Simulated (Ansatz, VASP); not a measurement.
# Cross-check of ZnS between VASP and Ansatz, part 2 of 2

Wanted: the spread between two codes on one cell, functional and k mesh. The cell is taken from a series of runs on this material, whose earlier steps may have relaxed, scaled, displaced or heated it; both programs get it as it stands.

VASP 6.6.1 and Ansatz 0.2.0.

So far: Starting point; VASP: zone-centre phonons, PBE, pair 1.

### Step 3. Ansatz: zone-centre phonons, PBE, pair 1

Level of this step: Ansatz beside VASP: Kohn-Sham DFT, plane waves, PBE (Ansatz).

Ansatz runs on its PAW soft_1 files.

The same cell, functional and mesh now go to Ansatz, which takes its cutoff from its data sets.

input.yaml

```yaml
crystal:
  lattice:
    - [0.0, 2.6662676865, 2.6662676865]
    - [2.6662676865, 0.0, 2.6662676865]
    - [2.6662676865, 2.6662676865, 0.0]
  atoms:
    - { symbol: S, position: [0.0, 0.0, 0.0] }
    - { symbol: Zn, position: [0.75, 0.75, 0.75] }
kpoints:
  mp_grid: { grid: [12, 12, 12] }
hamiltonian:
  xc: pbe
  pseudopotentials: { kind: paw, azcp: { folder: soft_1 } }
scf:
  occupations: { method: fixed }
output:
  eigenvalues: true
phonons:
  method: dfpt
  dielectric: true
  rigid_motions: translations
```

Run with:

```sh
$ ansatz run input.yaml --threads 4 --pin off --max-ram 10240MiB --backend cpu --events-out ev --progress --plain --runs-dir out
```

Numbers of over 12 decimals in the logs are rounded to 6 here.

Log:

```text
Engine: ansatz 0.2.0, aarch64-unknown-linux-gnu
Pseudopotentials: kind: paw
Pseudopotential: S, paw, valence charge 6, recommended cutoff 420 eV (normal), soft_1/S.paw.azcp
Pseudopotential: Zn, paw, valence charge 12, recommended cutoff 420 eV (normal), soft_1/Zn.paw.azcp
Functional definition: PBE
  parameter kappa = 0.804
  parameter beta = 0.066725
  exchange = pbe_x(kappa = kappa, mu = beta*pi^2/3)
  correlation = pbe_c(beta = beta)
Crystal: 2 atoms, lattice volume = 37.909 Å³
Basis set: ecut = 420 eV, 725 PW (Γ), exchange–correlation on 54×54×54 points (8 copies of the dense FFT grid, shifted against one another)
Bands: 13, of which v1, the nominal top of the filled ones, is band 9 counted from 1 (8 counted from 0)
Symmetry: 24 space group operations
k-points: 280 of 1728 (irreducible under 4 space group operations, time reversal used)
Non-local potential: S, projectors of the file, l = 0: 2, l = 1: 2, l = 2: 1
Non-local potential: Zn, projectors of the file, l = 0: 2, l = 1: 2, l = 2: 3, l = 3: 1
PAW form: soft (Blöchl's): semilocal exchange-correlation on the pseudo side does not see the compensation charge
PAW one-centre angular grid: S, 110 points (default); XC on 64 Gauss nodes
PAW one-centre angular grid: Zn, 590 points (default); XC on 64 Gauss nodes
Initial density: superposition of atomic densities (chi_scale 0.1, normalization cell, long waves kept (reshape's long-wave potential 0.00 eV rms))
Initial wavefunctions: pseudopotential atomic-orbital guess
Functional: x = pbe(κ = 0.804, μ = 0.219515), c = pbe(β = 0.066725)
SCF iter   1: F=—  HF=-4222.795713 eV  |F-HF|=—  |Δ(HF+E_count)|=         —  Δρ=4.14e-2  dr2=4.09e-1  ethr=3.10e-3  ⟨swp⟩=5.1  Hψ=21861  notcnv=0  defer=537
preconditioner: auto → none  [insulator: Δε(μ)=2.489 eV  Ē_g=12.729 eV  n_scr=14 (ndim 8)  ℏωp=25.6 eV  f_vac=0.000  ε∞_Penn≈5.0]
SCF iter   2: F=—  HF=-4222.710868 eV  |F-HF|=—  |Δ(HF+E_count)|=   8.48e-2  Δρ=1.48e-2  dr2=4.52e-2  ethr=2.27e-3  ⟨swp⟩=2.2  Hψ=8575  notcnv=0  defer=536
SCF iter   3: F=—  HF=-4222.704640 eV  |F-HF|=—  |Δ(HF+E_count)|=   6.23e-3  Δρ=1.07e-2  dr2=2.10e-2  ethr=2.51e-4  ⟨swp⟩=2.0  Hψ=6452  notcnv=0  defer=548
SCF iter   4: F=—  HF=-4222.700914 eV  |F-HF|=—  |Δ(HF+E_count)|=   3.73e-3  Δρ=2.62e-3  dr2=1.75e-3  ethr=1.17e-4  ⟨swp⟩=2.0  Hψ=8692  notcnv=0  defer=548
SCF iter   5: F=—  HF=-4222.700859 eV  |F-HF|=—  |Δ(HF+E_count)|=   5.59e-5  Δρ=6.49e-4  dr2=9.09e-5  ethr=9.73e-6  ⟨swp⟩=2.1  Hψ=6207  notcnv=0  defer=550
SCF iter   6: F=—  HF=-4222.700895 eV  |F-HF|=—  |Δ(HF+E_count)|=   3.63e-5  Δρ=1.17e-4  dr2=2.35e-6  ethr=5.05e-7  ⟨swp⟩=2.6  Hψ=6392  notcnv=0  defer=324
SCF iter   7: F=—  HF=-4222.700895 eV  |F-HF|=—  |Δ(HF+E_count)|=   4.64e-7  Δρ=1.73e-5  dr2=6.04e-8  ethr=1.30e-8  ⟨swp⟩=2.0  Hψ=5698  notcnv=0  defer=2
SCF iter   8: F=—  HF=-4222.700895 eV  |F-HF|=—  |Δ(HF+E_count)|=   3.01e-7  Δρ=1.53e-6  dr2=6.15e-10  ethr=3.36e-10  ⟨swp⟩=2.0  Hψ=5921  notcnv=0
SCF iter   9: F=-4222.700895 eV  HF=-4222.700895 eV  |F-HF|=5.37e-11  |Δ(HF+E_count)|=  2.20e-10  Δρ=3.55e-7  dr2=2.11e-11  ethr=1.00e-12  ⟨swp⟩=8.2  Hψ=25721  notcnv=0
SCF 1 converged in 9 iterations: F = -4222.700895 eV  dr2 = 2.11e-11
  greatest PAW one-centre occupation: 0.983 electrons in one spin orbital (limit 2), on the Zn atom at site 1 (counted from 0), in its partial waves of l = 2
NSCF: frozen V_eff on 1 k-points
DFPT response loops at Γ: preconditioner auto → none (the input reference at scf.mixing.eps_inf says where Resta's filter doesn't serve); β = 0.50; Broyden in place of MSR1
── the response to a field inside a basis, on 12×12×12 k-points: an SCF that follows is theirs, and a resumed run solves both again ──
Bands: 10, of which v1, the nominal top of the filled ones, is band 9 counted from 1 (8 counted from 0)
k-points: 182 of 1728 (irreducible under 6 space group operations, time reversal used)
Initial density: handed on by an earlier stage of this run
Initial wavefunctions: pseudopotential atomic-orbital guess (no wavefunctions were taken with the density)
Eigensolver: Dense (182 Hₖ)
SCF iter   1: F=—  HF=-4222.701324 eV  |F-HF|=—  |Δ(HF+E_count)|=         —  Δρ=3.82e-4  dr2=1.98e-5  ethr=1.00e-1
preconditioner: auto → none  [insulator: Δε(μ)=2.440 eV  Ē_g=10.076 eV  n_scr=14 (ndim 8)  ℏωp=25.6 eV  f_vac=0.020  ε∞_Penn≈7.4]
SCF iter   2: F=—  HF=-4222.701320 eV  |F-HF|=—  |Δ(HF+E_count)|=   4.00e-6  Δρ=4.28e-4  dr2=2.98e-5  ethr=1.10e-7
SCF iter   3: F=—  HF=-4222.701337 eV  |F-HF|=—  |Δ(HF+E_count)|=   1.69e-5  Δρ=4.07e-4  dr2=3.67e-5  ethr=1.10e-7
SCF iter   4: F=-4222.701319 eV  HF=-4222.701319 eV  |F-HF|=1.33e-8  |Δ(HF+E_count)|=   1.78e-5  Δρ=1.77e-5  dr2=5.54e-8  ethr=1.10e-7
SCF 1 converged in 4 iterations: F = -4222.701319 eV  dr2 = 5.54e-8
DFPT response loops at Γ: mixed as the last ones told, above
SCF converged after 9 iterations
Free energy (F): -4222.700895 eV
Harris-Foulkes:  -4222.700895 eV  (|F-HF|=5.37e-11)
Internal energy: -4222.700895 eV  (E = F + TS)
E sigma→0 (E₀):  -4222.700895 eV
Fermi energy:    6.301050 eV
--- Per-component energies (eV) ---
  E_band       = 11.761641
  E_kinetic    = 254.616166
  E_local      = -2241.603385  (includes V_loc(G=0)·N_el)
  E_nonlocal   = 854.491820
  E_hartree    = 854.275162
  E_xc         = -167.967945
  E_vxc        = -134.557127  (∫ρ·V_xc dr)
  E_paw        = -2506.335853  (= ΣΔE_a)
  E_vpaw       = -429.735659  (= ΣTr[D̂ρ^β])
  E_aug_tail   = -0.000249  (compensation charges beyond the density's cutoff)
  E_ewald      = -1270.176610
  E_smearing   = -0.000000  (= −TS)
  E_closure    = -0.000000  (closes the sum)
  Σ components = -4222.700895   (vs F -4222.700895, Δ=0.00e0)
--- Band table (eV; the first three rows and the last of 280) ---
  k-point 0: bands = [... 5 lower, 0.3454, 6.3010, 6.3010, 6.3010, 8.5807, 12.6357, 12.6357, 12.6357]
  k-point 1: bands = [... 5 lower, 0.3442, 5.7037, 6.2271, 6.2271, 9.0432, 12.5745, 12.7633, 12.7633]
  k-point 2: bands = [... 5 lower, 0.3431, 4.5718, 6.0367, 6.0367, 9.6697, 12.6770, 13.0554, 13.0554]
  k-point 279: bands = [... 5 lower, 0.7868, 1.5159, 3.3510, 3.4330, 11.9754, 12.4913, 14.2319, 14.4710]
--- Phonons (Γ-DFPT): 2 representative perturbations + reference, on 280 of 1728 k-points (Σ response iterations 6) ---
  k mesh reduced under 4 symmetry operations, with k and −k counted as one. Each operation leaves every solved perturbation unchanged. A smaller set is not considered because the run solves the response to a homogeneous field
  ASR residual: 2.855e-4 → 0.000e0 eV/Å²; symmetrization residual: 3.442e-6 eV/Å²
  ASR residual per site (eV/Å²): 2.88e-5 2.85e-4
  Γ frequencies (cm⁻¹): 0.00 0.00 0.00 289.87 289.87 289.87
  ε∞ (high-frequency dielectric tensor):
        5.908348     0.000000     0.000000
        0.000000     5.908348     0.000000
        0.000000     0.000000     5.908348
  ε⁰ (static dielectric tensor: ions relaxed, cell fixed):
        8.593135    -0.000000     0.000000
       -0.000000     8.593135     0.000000
        0.000000     0.000000     8.593135
  ε⁰ − ε∞ (ionic part):
        2.684787    -0.000000     0.000000
       -0.000000     2.684787     0.000000
        0.000000     0.000000     2.684787
  softest optical mode at Γ: 289.87 cm⁻¹; the repairs (sum rule, projections) moved no ω² at Γ by more than (1.17 cm⁻¹)²
  Born effective charges Z* (e; rows j = field, columns β = displacement):
    site 0:
        -1.93354    0.00000   -0.00000
         0.00000   -1.93354   -0.00000
        -0.00000   -0.00000   -1.93354
    site 1:
         1.93354   -0.00000    0.00000
        -0.00000    1.93354    0.00000
         0.00000    0.00000    1.93354
  Z* charge neutrality: 2.608e-4 e pre-enforcement
  solved inside a basis spanned on kpoints, on 12×12×12 k-points, its susceptibility summed on 16×16×16: ε∞ is read to err by 1.5e-2, Z* by 1.3e-2 e (field_mesh: kpoints solves on kpoints); Z* is corrected for what the basis lacks
  optical modes at Γ without the LO–TO term, one row a degenerate level:
      ω (cm⁻¹)  modes    IR ((D/Å)²/amu)
        289.87      3            12.0287
  optical modes at Γ + LO–TO along q̂ = [1.0000, 0.0000, 0.0000]:
      ω (cm⁻¹)  modes    IR ((D/Å)²/amu)
        289.87      2             8.0191
        349.58      1             4.0096
  optical modes at Γ + LO–TO along q̂ = [0.0000, 1.0000, 0.0000]:
      ω (cm⁻¹)  modes    IR ((D/Å)²/amu)
        289.87      2             8.0191
        349.58      1             4.0096
  optical modes at Γ + LO–TO along q̂ = [0.0000, 0.0000, 1.0000]:
      ω (cm⁻¹)  modes    IR ((D/Å)²/amu)
        289.87      2             8.0191
        349.58      1             4.0096
```

In the SCF lines HF is the Harris–Foulkes energy and dr2 the Hartree energy of the density residual, in eV; the loop may stop once dr2 is under the threshold and the program's other checks hold. Hψ counts applications of the Hamiltonian.

### Step 4. Side by side

Known differences besides the potentials themselves: fixed occupations in Ansatz, narrow Gaussian smearing in VASP; VASP's response is taken on the typed mesh, Ansatz refines its own for the field response alone; the cutoff is 420 eV in Ansatz and 500 eV in VASP. Total energies have different zeros and are not compared.

Compared:

```
                                     quantity  Ansatz   VASP  difference
                                        ε∞ xx    5.91   5.89     +0.23 %
                                        ε∞ yy    5.91   5.89     +0.23 %
                                        ε∞ zz    5.91   5.89     +0.23 %
 Born charge of S1 (mean of the diagonal) (e)   -1.93  -1.95       +0.02
Born charge of Zn2 (mean of the diagonal) (e)    1.93   1.95       -0.02
                   optical mode 1 to 3 (cm⁻¹)   289.9  291.2     -0.45 %
```

Modes are paired by rising frequency, not by their patterns, so a pair may set unlike modes beside each other; they are those without the splitting of longitudinal modes.

### Step 5. VASP: zone-centre phonons, PBE, pair 2

Second derivatives magnify differences that forces hide, and they need a tight electronic threshold. The cell compared in this pair holds 38.72 Å³, against 37.91 Å³ for the pair before.

INCAR

```
SYSTEM = ZnS
PREC = Accurate
ENCUT = 500
EDIFF = 1E-08
NELM = 120
ISMEAR = 0
SIGMA = 0.01
LREAL = .FALSE.
ALGO = Normal
GGA = PE
NBANDS = 15
LORBIT = 11
LWAVE = .FALSE.
LCHARG = .FALSE.
ISIF = 2
IBRION = 8
LEPSILON = .TRUE.
LASPH = .TRUE.
GGA_COMPAT = .FALSE.
EFERMI = MIDGAP
KPAR = 2
```

POSCAR

```
ZnS
1.0
    0.0000000000      2.6850448381      2.6850448381
    2.6850448381      0.0000000000      2.6850448381
    2.6850448381      2.6850448381      0.0000000000
S Zn
1 1
Direct
    0.0000000000      0.0000000000      0.0000000000
    0.7500000000      0.7500000000      0.7500000000
```

KPOINTS

```
Automatic mesh
0
Gamma
12 12 12
0 0 0
```

Potentials, in the order of the species: S and Zn (PBE family, release 64).

Run with:

```sh
$ mpirun -np 2 vasp_std
```

Log:

```text
[... set-up lines as in an earlier step ...]
 entering main loop
       N       E                     dE             d eps       ncg     rms          rms(c)
DAV:   1     0.822586986841E+02    0.82259E+02   -0.84608E+03  2160   0.138E+03
DAV:   2    -0.183288469918E+01   -0.84092E+02   -0.78418E+02  2391   0.264E+02
DAV:   3    -0.720627368241E+01   -0.53734E+01   -0.53451E+01  2692   0.637E+01
DAV:   4    -0.726295078633E+01   -0.56677E-01   -0.56659E-01  2531   0.680E+00
[...]
DAV:  13    -0.683547650856E+01   -0.20049E-06   -0.61460E-07  2412   0.649E-03    0.256E-03
DAV:  14    -0.683547647718E+01    0.31375E-07   -0.38634E-08  2762   0.159E-03    0.134E-03
DAV:  15    -0.683547647111E+01    0.60672E-08   -0.10286E-08  1906   0.238E-03
   1 F= -.68354765E+01 E0= -.68354765E+01  d E =0.000000E+00
 Linear response reoptimize wavefunctions to high precision
DAV:   1    -0.683547647163E+01   -0.51500E-09   -0.84973E-09  2587   0.675E-04
DAV:   2    -0.683547647163E+01    0.18190E-11   -0.11828E-10  1283   0.106E-04
 Linear response G [H, r] |phi>, progress :
  Direction:   1
[...]
RMM:  12    -0.105725538052E+00    0.69328E-08    0.11781E-08 14282   0.632E-06    0.644E-07
 first order change of Fermi-energy   0.27764E+00
 force on displaced ion       1 direction 1 :  -6.224   0.000   0.000
 Born effective charge ion    1 direction 1 :  -1.982   0.000   0.000
 Linear response progress:
  Degree of freedom:   2/  2
       N       E                     dE             d eps       ncg     rms          rms(c)
RMM:   1    -0.211414024797E+00   -0.21141E+00   -0.54959E-03 11884   0.209E+00
RMM:   2    -0.209549204098E+00    0.18648E-02   -0.28831E-03 13476   0.434E-01    0.116E-01
RMM:   3    -0.209290822313E+00    0.25838E-03   -0.53437E-05 15877   0.637E-02    0.687E-02
RMM:   4    -0.208928556094E+00    0.36227E-03   -0.11914E-05 15482   0.296E-02    0.306E-03
[...]
RMM:  10    -0.208918124635E+00   -0.23788E-07    0.17830E-09 16827   0.199E-05    0.353E-06
RMM:  11    -0.208918151026E+00   -0.26391E-07    0.52455E-10 16051   0.120E-05    0.869E-07
RMM:  12    -0.208918150873E+00    0.15327E-09    0.13327E-10 11326   0.491E-06    0.414E-07
 first order change of Fermi-energy  -0.27739E+00
 force on displaced ion       2 direction 1 :  -6.258   0.000   0.000
 Born effective charge ion    2 direction 1 :   1.981   0.000   0.000
 Born effective charges drift removed
 Linear response finished
```

OUTCAR, selected parts (step 5):

```text
  Total        0.7886478      0.7886478      0.7886478      0.0000000     -0.0000000      0.0000000
  in kB       32.6369133     32.6369133     32.6369133      0.0000000     -0.0000000      0.0000000
  external PRESSURE =      32.6369133 kB  Pullay stress =       0.0000000 kB

 POSITION                                       TOTAL-FORCE (eV/Angst)
 -----------------------------------------------------------------------------------
      0.00000      0.00000      0.00000         0.000000      0.000000      0.000000
      4.02757      4.02757      4.02757        -0.000000     -0.000000     -0.000000
 -----------------------------------------------------------------------------------
    total drift:                                0.000001      0.000001      0.000001

 MACROSCOPIC STATIC DIELECTRIC TENSOR (including local field effects in DFT)
 ------------------------------------------------------
           5.901144     0.000000    -0.000000
          -0.000000     5.901144    -0.000000
           0.000000    -0.000000     5.901144
 ------------------------------------------------------

 MACROSCOPIC STATIC DIELECTRIC TENSOR IONIC CONTRIBUTION
 ------------------------------------------------------
           2.939577     0.000000     0.000000
           0.000000     2.939577     0.000000
           0.000000     0.000000     2.939577
 ------------------------------------------------------

[... 1 part as in an earlier step ...]

[... 1 further part left out ...]
```

### Step 6. Ansatz: zone-centre phonons, PBE, pair 2

The same cell, functional and mesh now go to Ansatz, which takes its cutoff from its data sets.

The cell is taken from a series of runs on this material, whose earlier steps may have relaxed, scaled, displaced or heated it; both programs get it as it stands.

input.yaml, the sections that differ from step 3:

```yaml
crystal:
  lattice:
    - [0.0, 2.6850448381, 2.6850448381]
    - [2.6850448381, 0.0, 2.6850448381]
    - [2.6850448381, 2.6850448381, 0.0]
  atoms:
    - { symbol: S, position: [0.0, 0.0, 0.0] }
    - { symbol: Zn, position: [0.75, 0.75, 0.75] }
# kpoints, hamiltonian, scf, output, phonons: as in step 3
```

Run with:

```sh
$ ansatz run input.yaml --threads 4 --pin off --max-ram 10240MiB --backend cpu --events-out ev --progress --plain --runs-dir out
```

Log:

```text
[...]
Crystal: 2 atoms, lattice volume = 38.715 Å³
Basis set: ecut = 420 eV, 749 PW (Γ), exchange–correlation on 54×54×54 points (8 copies of the dense FFT grid, shifted against one another)
Bands: 13, of which v1, the nominal top of the filled ones, is band 9 counted from 1 (8 counted from 0)
Symmetry: 24 space group operations
k-points: 280 of 1728 (irreducible under 4 space group operations, time reversal used)
[...]
optical modes at Γ + LO–TO along q̂ = [1.0000, 0.0000, 0.0000]:
      ω (cm⁻¹)  modes    IR ((D/Å)²/amu)
[...]
optical modes at Γ + LO–TO along q̂ = [0.0000, 1.0000, 0.0000]:
      ω (cm⁻¹)  modes    IR ((D/Å)²/amu)
        279.58      2             8.2603
        341.54      1             4.1302
  optical modes at Γ + LO–TO along q̂ = [0.0000, 0.0000, 1.0000]:
      ω (cm⁻¹)  modes    IR ((D/Å)²/amu)
        279.58      2             8.2603
        341.54      1             4.1302
[key lines of the parts left out:]
SCF converged after 9 iterations
Free energy (F): -4222.721070 eV
Fermi energy:    6.018362 eV
```

### Step 7. Comparison

Both answers:

```
                                     quantity  Ansatz   VASP  difference
                                        ε∞ xx    5.91   5.90     +0.20 %
                                        ε∞ yy    5.91   5.90     +0.20 %
                                        ε∞ zz    5.91   5.90     +0.20 %
 Born charge of S1 (mean of the diagonal) (e)   -1.96  -1.98       +0.02
Born charge of Zn2 (mean of the diagonal) (e)    1.96   1.98       -0.02
                   optical mode 1 to 3 (cm⁻¹)   279.6  280.7     -0.41 %
```

Modes are paired by rising frequency, not by their patterns, so a pair may set unlike modes beside each other; they are those without the splitting of longitudinal modes.

### Step 8. What came out

```
r.m.s. difference of the optical zone-centre modes, each program's sorted by frequency (zone-centre phonons, PBE, pair 1) : 1.3 cm⁻¹
r.m.s. difference of the optical zone-centre modes, each program's sorted by frequency (zone-centre phonons, PBE, pair 2) : 1.1 cm⁻¹
```

What this shows: The r.m.s. difference of the optical zone-centre modes, each program's sorted by frequency is 1.3 cm⁻¹ (zone-centre phonons, PBE, pair 1). Such differences can come from data sets, numerical settings and the points named under the comparisons, not from the functional's error against experiment.

[Lines on the potential files, build, host, timing and source positions are cut from VASP's logs without a mark.]

[Logs are printed without paths, hosts, clocks, repeated set-up lines and the standing remarks that a program may print on its own settings, such as how far it seeks lower states.]

[Hosts, paths, dates, database ids (printed as entryN), source tags and the programs' standing remarks are cut or masked in the printed files.]
